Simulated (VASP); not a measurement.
Input:

```
CELL_PARAMETERS angstrom
      0.00000     3.79565     3.79565
      3.79565     0.00000     3.79565
      3.79565     3.79565     0.00000
ATOMIC_POSITIONS crystal
  K  0.25000 0.25000 0.25000
  K  0.75000 0.75000 0.75000
  S  0.00000 0.00000 0.00000
```

Computed with revPBE GGA, VASP's PBE PAW potentials (set 64) (plane waves; VASP). Run with 520 eV cut-off, 6×6×6 Γ-centred mesh, tetrahedra with Blöchl corrections, potentials K_sv S.

**Question.** The job: K2S (antifluorite), 3 atoms, revPBE, static run, 520 eV, 6×6×6 Γ-centred mesh. Roughly how much core time does it take on a busy server core?

**Answer.** About 60 core-seconds (one run on a shared machine, a rough figure). It had 16 irreducible k-points, 16 bands, up to 2966 plane waves and 18 electronic steps.

The compound is K2S in the antifluorite structure. It was relaxed first, which changed the volume by +8 %.
